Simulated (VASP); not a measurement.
Level of theory: PBE GGA, VASP's PBE PAW potentials (set 64) (plane waves; VASP). Each cell was relaxed at this level, without spin-orbit coupling.

Q: Which of these comes out without a gap?
A) NaI, Fm-3m (225)
B) HfN, Fm-3m (225)
C) RuS2, Pa-3 (205)
D) InP, F-43m (216)

A: B, HfN, Fm-3m (225). The others have gaps of 0.60 eV (RuS2, Pa-3 (205)), 3.59 eV (NaI, Fm-3m (225)), 0.45 eV (InP, F-43m (216)).
